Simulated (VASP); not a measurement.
# Rb3Sr (Pm-3m) in VASP: single point with PBE

Aim: the single point of Rb3Sr with PBE.

All numbers are computed with VASP 6.6.1; they aren't measurements. Logs are shortened: lines on timing, memory, paths and dates and some standing lists are left out, and cuts for length are marked.

### Step 1. The structure

It takes space group Pm-3m (No. 221, cubic). Conventional cell: a = 6.829 Å, b = 6.829 Å, c = 6.829 Å, α = 90.00°, β = 90.00°, γ = 90.00°.

The cell comes from a database or a generator and needn't be the stable form of this composition.

### Step 2. Single point, PBE

INCAR

```
PREC = Accurate ; ENCUT = 520
EDIFF = 1E-7 ; ISMEAR = 1
SIGMA = 0.1 ; LREAL = False
LASPH = True ; NELM = 100
ALGO = Normal ; ISIF = 2
LWAVE = False ; LCHARG = False
GGA = PE ; NBANDS = 26
```

KPOINTS

```
regular mesh
0
Gamma
  4 4 4
```

POSCAR

```
Rb3Sr
1.0
    6.8286380000      0.0000000000      0.0000000000
    0.0000000000      6.8286380000      0.0000000000
    0.0000000000      0.0000000000      6.8286380000
Rb Sr
3 1
Direct
    0.5000000000      0.0000000000      0.0000000000
    0.0000000000      0.5000000000      0.0000000000
    0.0000000000      0.0000000000      0.5000000000
    0.5000000000      0.5000000000      0.5000000000
```

Potentials or basis: VASP PAW PBE potentials, release 64 (Rb_sv, Sr_sv).

Run with:

```sh
> cat potpaw_PBE.64/Rb_sv/POTCAR potpaw_PBE.64/Sr_sv/POTCAR > POTCAR
> mpirun -np 1 vasp_std > vasp.out
```

OUTCAR:

```text
PREC = Accurate
   ENCUT = 520
   EDIFF = 1E-7
   ISMEAR = 1
   LREAL = False
   LASPH = True
   NELM = 100
   ISIF = 2
   GGA = PE

 ion  position               nearest neighbor table
   1  0.500  0.000  0.000-   2 4.83   3 4.83   4 4.83   3 4.83   4 4.83   2 4.83   4 4.83   4 4.83
                             2 4.83   3 4.83   3 4.83   2 4.83
   2  0.000  0.500  0.000-   1 4.83   3 4.83   4 4.83   3 4.83   4 4.83   1 4.83   3 4.83   3 4.83
                             1 4.83   4 4.83   4 4.83   1 4.83
   3  0.000  0.000  0.500-   1 4.83   2 4.83   4 4.83   1 4.83   2 4.83   2 4.83   4 4.83   2 4.83
                             1 4.83   4 4.83   1 4.83   4 4.83
   4  0.500  0.500  0.500-   1 4.83   2 4.83   3 4.83   1 4.83   2 4.83   1 4.83   3 4.83   1 4.83
                             2 4.83   3 4.83   2 4.83   3 4.83

  LATTYP: Found a simple cubic cell.
 ALAT       =     6.8286380000

  Lattice vectors:

 A1 = (   6.8286380000,   0.0000000000,   0.0000000000)
 A2 = (   0.0000000000,   6.8286380000,   0.0000000000)
 A3 = (   0.0000000000,   0.0000000000,   6.8286380000)

Analysis of symmetry for initial positions (statically):
=====================================================================
 Subroutine PRICEL returns:
 Original cell was already a primitive cell.

 Routine SETGRP: Setting up the symmetry group for a
 simple cubic supercell.

 Subroutine GETGRP returns: Found 48 space group operations
 (whereof 48 operations were pure point group operations)
 out of a pool of 48 trial point group operations.

The static configuration has the point symmetry O_h .

Analysis of symmetry for dynamics (positions and initial velocities):
=====================================================================
 Subroutine PRICEL returns:
 Original cell was already a primitive cell.

 Routine SETGRP: Setting up the symmetry group for a
 simple cubic supercell.

 Subroutine GETGRP returns: Found 48 space group operations
 (whereof 48 operations were pure point group operations)
 out of a pool of 48 trial point group operations.

The dynamic configuration has the point symmetry O_h .

 Subroutine INISYM returns: Found 48 space group operations
 (whereof 48 operations are pure point group operations),
 and found     1 'primitive' translations

----------------------------------------------------------------------------------------

                                     Primitive cell

  volume of cell :     318.4214

  direct lattice vectors                    reciprocal lattice vectors
     6.828638000  0.000000000  0.000000000     0.146442087  0.000000000  0.000000000
     0.000000000  6.828638000  0.000000000     0.000000000  0.146442087  0.000000000
     0.000000000  0.000000000  6.828638000     0.000000000  0.000000000  0.146442087

  length of vectors
     6.828638000  6.828638000  6.828638000     0.146442087  0.146442087  0.146442087

  position of ions in fractional coordinates (direct lattice)
     0.500000000  0.000000000  0.000000000
     0.000000000  0.500000000  0.000000000
     0.000000000  0.000000000  0.500000000
     0.500000000  0.500000000  0.500000000

  ion indices of the primitive-cell ions
   primitive index   ion index
                 1           1
                 2           2
                 3           3
                 4           4

----------------------------------------------------------------------------------------

 KPOINTS: regular mesh

Automatic generation of k-mesh.
 Grid dimensions read from file:
 generate k-points for:    4    4    4

 Generating k-lattice:

  Cartesian coordinates                     Fractional coordinates (reciprocal lattice)
     0.036610522  0.000000000  0.000000000     0.250000000  0.000000000  0.000000000
     0.000000000  0.036610522  0.000000000     0.000000000  0.250000000  0.000000000
     0.000000000  0.000000000  0.036610522     0.000000000  0.000000000  0.250000000

  Length of vectors
     0.036610522  0.036610522  0.036610522

  Shift w.r.t. Gamma in fractional coordinates (k-lattice)
     0.000000000  0.000000000  0.000000000

 Subroutine IBZKPT returns following result:
 ===========================================

 Found     10 irreducible k-points:

 Following reciprocal coordinates:
            Coordinates               Weight
  0.000000  0.000000  0.000000      1.000000
  0.250000  0.000000  0.000000      6.000000
  0.500000  0.000000  0.000000      3.000000
  0.250000  0.250000  0.000000     12.000000
  0.500000  0.250000  0.000000     12.000000
  0.500000  0.500000  0.000000      3.000000
  0.250000  0.250000  0.250000      8.000000
  0.500000  0.250000  0.250000     12.000000
  0.500000  0.500000  0.250000      6.000000
  0.500000  0.500000  0.500000      1.000000
   k-points           NKPTS =     10   k-points in BZ     NKDIM =     10   number of bands    NBANDS=     26
   number of dos      NEDOS =    301   number of ions     NIONS =      4
   total plane-waves  NPLWV = 157464
   dimension x,y,z NGX =    54 NGY =   54 NGZ =   54
   dimension x,y,z NGXF=   108 NGYF=  108 NGZF=  108
   ions per type =               3   1
   NGX,Y,Z   is equivalent  to a cutoff of  13.15, 13.15, 13.15 a.u.
   NGXF,Y,Z  is equivalent  to a cutoff of  26.29, 26.29, 26.29 a.u.
 SYSTEM =  unknown system
   PREC   = accura    normal or accurate (medium, high low for compatibility)
   ISTART =      0    job   : 0-new  1-cont  2-samecut
   ICHARG =      2    charge: 1-file 2-atom 10-const
   ISPIN  =      1    spin polarized calculation?
   LNONCOLLINEAR =      F non collinear calculations
   LSORBIT =      F    spin-orbit coupling
   LASPH  =      T    aspherical Exc in radial PAW
   ENCUT  =  520.0 eV  38.22 Ry    6.18 a.u.  12.70 12.70 12.70*2*pi/ulx,y,z
   NELM   =    100;   NELMIN=  2; NELMDL= -5     # of ELM steps
   EDIFF  = 0.1E-06   stopping-criterion for ELM
   LREAL  =      F    real-space projection
   EDIFFG = 0.1E-05   stopping-criterion for IOM
   NSW    =      0    number of steps for IOM
   IBRION =     -1    ionic relax: 0-MD 1-quasi-New 2-CG
   NFREE  =      0    steps in history (QN), initial steepest desc. (CG)
   ISIF   =      2    stress and relaxation
   ISYM   =      2    0-nonsym 1-usesym 2-fastsym
   POTIM  = 0.5000    time-step for ionic-motion
   TEBEG  =    0.0;   TEEND  =   0.0 temperature during run
   PSTRESS=    0.0 pullay stress
   NELECT =      37.0000    total number of electrons
   NUPDOWN=      -1.0000    fix difference up-down
   EMIN   =  10.00;   EMAX   =-10.00  energy-range for DOS
   EFERMI =   0.00;   METHOD = LEGACY
   ISMEAR =     1;   SIGMA  =   0.10  broadening in eV -4-tet -1-fermi 0-gaus
   EFERMI_NEDOS =   21; number of points for ismear=-14 and -15
   IALGO  =     38    algorithm
   IMIX   =      4    mixing-type and parameters
     AMIX     =   0.40;   BMIX     =  1.00
     AMIX_MAG =   1.60;   BMIX_MAG =  1.00
  volume/ion in A,a.u.               =      79.61       537.20
  Fermi-wavevector in a.u.,A,eV,Ry     =   0.798867  1.509640  8.683088  0.638189
  Thomas-Fermi vector in A             =   1.905861
   LORBIT       =      0    0 simple, 1 ext, 2 COOP (PROOUT), +10 PAW based schemes
   GGA     = PE    functional components
   LHFCALC =     F    Hartree Fock is set to
   AEXX    =    0.0000 exact exchange contribution
   IVDW    =     0    specifies the selected vdW correction
   LEPSILON=     F    determine dielectric tensor
   LRPA    =     F    only Hartree local field effects (RPA)
 non-spin polarized calculation
 Methfessel and Paxton  Order N= 1 SIGMA  =   0.10
  energy-cutoff  :      520.00
  volume of cell :      318.42
 maximum number of plane-waves:      8601
 NGX is ok and might be reduce to    54
   NGX = 25   NGY = 25   NGZ = 25

 number of electron      37.0000000 magnetization

 Free energy of the ion-electron system (eV)
  ---------------------------------------------------
  ext. energy  EPLUGINS =         0.00000000
  ---------------------------------------------------
  free energy    TOTEN  =        -3.92260208 eV

  energy without entropy =       -3.92472998  energy(sigma->0) =       -3.92331138

 E-fermi :   0.2771     XC(G=0):  -5.9337

 val. band max:        0.1532469755   @ k =   0.2500   0.2500   0.0000
 cond. band min:       0.2941032502   @ k =   0.5000   0.5000   0.5000
 fundamental gap:      0.1408562747
 Fermi energy:         0.2771266341

 k-point     1 :       0.0000    0.0000    0.0000
  band No.  band energies     occupation
      1     -37.4451      2.00000
      2     -28.2961      2.00000
      3     -28.2889      2.00000
      4     -28.2889      2.00000
      5     -19.3803      2.00000
      6     -19.3803      2.00000
[... 18 lines left out ...]
     25       1.5640     -0.00000
     26       1.5640     -0.00000

 k-point     2 :       0.2500    0.0000    0.0000
  band No.  band energies     occupation
      1     -37.4451      2.00000
      2     -28.2952      2.00000
      3     -28.2898      2.00000
      4     -28.2889      2.00000
      5     -19.3804      2.00000
      6     -19.3803      2.00000
[... 18 lines left out ...]
     25       1.5587     -0.00000
     26       1.9185     -0.00000

 k-point     3 :       0.5000    0.0000    0.0000
  band No.  band energies     occupation
      1     -37.4451      2.00000
      2     -28.2937      2.00000
      3     -28.2913      2.00000
      4     -28.2888      2.00000
      5     -19.3805      2.00000
      6     -19.3803      2.00000
[... 18 lines left out ...]
     25       1.6658     -0.00000
     26       1.8366     -0.00000

 k-point     4 :       0.2500    0.2500    0.0000
  band No.  band energies     occupation
      1     -37.4451      2.00000
      2     -28.2944      2.00000
      3     -28.2901      2.00000
      4     -28.2894      2.00000
      5     -19.3804      2.00000
      6     -19.3804      2.00000
[... 18 lines left out ...]
     25       1.8565     -0.00000
     26       1.8872     -0.00000

 k-point     5 :       0.5000    0.2500    0.0000
  band No.  band energies     occupation
      1     -37.4451      2.00000
      2     -28.2930      2.00000
      3     -28.2913      2.00000
      4     -28.2896      2.00000
      5     -19.3805      2.00000
      6     -19.3804      2.00000
[... 18 lines left out ...]
     25       1.7361     -0.00000
     26       2.1191     -0.00000

 k-point     6 :       0.5000    0.5000    0.0000
  band No.  band energies     occupation
      1     -37.4451      2.00000
      2     -28.2913      2.00000
      3     -28.2913      2.00000
      4     -28.2913      2.00000
      5     -19.3805      2.00000
      6     -19.3805      2.00000
[... 18 lines left out ...]
     25       2.0100     -0.00000
     26       2.2629     -0.00000

 k-point     7 :       0.2500    0.2500    0.2500
  band No.  band energies     occupation
      1     -37.4451      2.00000
      2     -28.2937      2.00000
      3     -28.2901      2.00000
      4     -28.2901      2.00000
      5     -19.3804      2.00000
      6     -19.3804      2.00000
[... 18 lines left out ...]
     25       1.9447     -0.00000
     26       1.9447     -0.00000

 k-point     8 :       0.5000    0.2500    0.2500
  band No.  band energies     occupation
      1     -37.4451      2.00000
      2     -28.2925      2.00000
      3     -28.2913      2.00000
      4     -28.2900      2.00000
      5     -19.3805      2.00000
      6     -19.3804      2.00000
[... 18 lines left out ...]
     25       1.9668     -0.00000
     26       2.1434     -0.00000

 k-point     9 :       0.5000    0.5000    0.2500
  band No.  band energies     occupation
      1     -37.4451      2.00000
      2     -28.2913      2.00000
      3     -28.2913      2.00000
      4     -28.2913      2.00000
      5     -19.3805      2.00000
      6     -19.3805      2.00000
[... 18 lines left out ...]
     25       2.0515     -0.00000
     26       2.2072     -0.00000

 k-point    10 :       0.5000    0.5000    0.5000
  band No.  band energies     occupation
      1     -37.4451      2.00000
      2     -28.2912      2.00000
      3     -28.2912      2.00000
      4     -28.2912      2.00000
      5     -19.3805      2.00000
      6     -19.3805      2.00000
[... 18 lines left out ...]
     25       2.1563     -0.00000
     26       2.1563     -0.00000

------------------------ aborting loop because EDIFF is reached ----------------------------------------

  FORCE on cell =-STRESS in cart. coord.  units (eV):
  Direction    XX          YY          ZZ          XY          YZ          ZX
  --------------------------------------------------------------------------------------
  -------------------------------------------------------------------------------------
  Total        0.0427957      0.0427957      0.0427957     -0.0000000      0.0000000     -0.0000000
  in kB        0.2153317      0.2153317      0.2153317     -0.0000000      0.0000000     -0.0000000
  external PRESSURE =       0.2153317 kB  Pullay stress =       0.0000000 kB

 VOLUME and BASIS-vectors are now :
 -----------------------------------------------------------------------------
  energy-cutoff  :      520.00
  volume of cell :      318.42
      direct lattice vectors                 reciprocal lattice vectors
     6.828638000  0.000000000  0.000000000     0.146442087  0.000000000  0.000000000
     0.000000000  6.828638000  0.000000000     0.000000000  0.146442087  0.000000000
     0.000000000  0.000000000  6.828638000     0.000000000  0.000000000  0.146442087

 POSITION                                       TOTAL-FORCE (eV/Angst)
 -----------------------------------------------------------------------------------
      3.41432      0.00000      0.00000         0.000000      0.000000      0.000000
      0.00000      3.41432      0.00000         0.000000      0.000000      0.000000
      0.00000      0.00000      3.41432         0.000000      0.000000      0.000000
      3.41432      3.41432      3.41432         0.000000      0.000000      0.000000
 -----------------------------------------------------------------------------------
    total drift:                                0.000000     -0.000000      0.000000

  FREE ENERGIE OF THE ION-ELECTRON SYSTEM (eV)
  ---------------------------------------------------
  free  energy   TOTEN  =        -3.9226020850 eV

  energy  without entropy=       -3.9247299775  energy(sigma->0) =       -3.92331138
```

Run time: 58 s. Hardware: 1 thread of Intel Xeon 6975P-C (Granite Rapids), shared host; peak memory 0.43 GiB.

Results:

```yaml
Free_energy: -3.9226 eV
Pressure: 0.0 GPa
Band_gap_on_the_k_mesh: none (metal or under the smearing width)
```
